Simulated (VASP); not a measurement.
Computed with LDA (Ceperley-Alder, Perdew-Zunger), VASP's LDA PAW potentials (set 64) (plane waves; VASP).

The input files of a VASP run:

### POSCAR
```
CdS
6.631160
  0.3077905297  -0.5331088107   0.0000000000
  0.3077905297   0.5331088107   0.0000000000
  0.0000000000   0.0000000000   0.9999999521
Cd S
2 2
Direct
  0.6666670000   0.3333330000   0.5000153155
  0.3333330000   0.6666670000   0.0000153155
  0.6666670000   0.3333330000   0.8769846845
  0.3333330000   0.6666670000   0.3769846845
```

### INCAR
```
ALGO  =  Normal
CSHIFT  =  0.1
EDIFF  =  1E-7
ENCUT  =  400
ISMEAR  =  0
LASPH  =  .True.
LCHARG  =  .False.
LMAXMIX  =  4
LOPTICS  =  .True.
LREAL  =  .False.
LWAVE  =  .False.
NBANDS  =  66
NEDOS  =  1001
NELM  =  100
PREC  =  Accurate
SIGMA  =  0.01
SYSTEM  =  CdS
```

File KPOINTS:
```
Automatic mesh
0
Gamma
11 11 6
0 0 0
```

POTCAR, in this order: Cd S (LDA.64 set). Program: vasp_std.

Output of the run:

OSZICAR:
```
       N       E                     dE             d eps       ncg     rms          rms(c)
DAV:   1     0.279533753014E+03    0.27953E+03   -0.12153E+04  8464   0.410E+02
DAV:   2     0.129931998826E+01   -0.27823E+03   -0.24213E+03  9636   0.152E+02
DAV:   3    -0.157330738586E+02   -0.17032E+02   -0.16786E+02 10160   0.419E+01
DAV:   4    -0.158424424577E+02   -0.10937E+00   -0.10932E+00  9632   0.354E+00
DAV:   5    -0.158429497493E+02   -0.50729E-03   -0.50728E-03  9926   0.210E-01    0.129E+01
DAV:   6    -0.148849135569E+02    0.95804E+00   -0.27152E-01 11820   0.580E+00    0.990E+00
DAV:   7    -0.148233037862E+02    0.61610E-01   -0.18071E-01  9904   0.132E+00    0.359E+00
DAV:   8    -0.148146170643E+02    0.86867E-02   -0.26321E-02  9580   0.867E-01    0.450E-01
DAV:   9    -0.148142073645E+02    0.40970E-03   -0.23656E-03  9942   0.248E-01    0.131E-01
DAV:  10    -0.148141978377E+02    0.95268E-05   -0.15778E-04  9518   0.583E-02    0.949E-02
DAV:  11    -0.148142030948E+02   -0.52571E-05   -0.26806E-05  9532   0.155E-02    0.473E-02
DAV:  12    -0.148142027162E+02    0.37856E-06   -0.11324E-06  9942   0.374E-03    0.101E-02
DAV:  13    -0.148142028924E+02   -0.17614E-06   -0.95806E-08  9534   0.103E-03    0.297E-03
DAV:  14    -0.148142029389E+02   -0.46480E-07   -0.13101E-08  8016   0.466E-04
   1 F= -.14814203E+02 E0= -.14814203E+02  d E =-.731820E-20
 imaginary and real dielectric function
```

**OUTCAR**
```
------------------------ aborting loop because EDIFF is reached ----------------------------------------
  FORCE on cell =-STRESS in cart. coord.  units (eV):
  Direction    XX          YY          ZZ          XY          YZ          ZX
  --------------------------------------------------------------------------------------
  Total       -0.0715454     -0.0715454      0.0036372      0.0000000      0.0000000     -0.0000000
  in kB       -1.1979058     -1.1979057      0.0608987      0.0000000      0.0000000     -0.0000000
  external PRESSURE =      -0.7783042 kB  Pullay stress =       0.0000000 kB
  volume of cell :       95.69
      direct lattice vectors                 reciprocal lattice vectors
     2.041008249 -3.535129821  0.000000000     0.244976962 -0.141437521  0.000000000
     2.041008249  3.535129821  0.000000000     0.244976962  0.141437521  0.000000000
     0.000000000  0.000000000  6.631159682     0.000000000  0.000000000  0.150803185
  FREE ENERGIE OF THE ION-ELECTRON SYSTEM (eV)
  ---------------------------------------------------
  free  energy   TOTEN  =       -14.8142029389 eV

  energy  without entropy=      -14.8142029389  energy(sigma->0) =      -14.81420294

 plasma frequency squared (from intraband transitions) (eV^2)
  --------------------------------------------------------------------------------------
       0.000       0.000       0.000
       0.000       0.000      -0.000
       0.000      -0.000       0.000

 plasma frequency squared (from interband transitions, int dw w eps(2)(w)) (eV^2)
  --------------------------------------------------------------------------------------
     332.865       0.000       0.000       0.000      -0.000      -0.000
      -0.000      -0.000     332.865       0.000      -0.000       0.000
      -0.000       0.000      -0.000      -0.000     332.935       0.000
```
(Selected blocks of OUTCAR.)

The dielectric response may not be converged in the k-mesh; for small gaps it tends to come out too large.

The compound is CdS in the wurtzite structure. It was relaxed first.
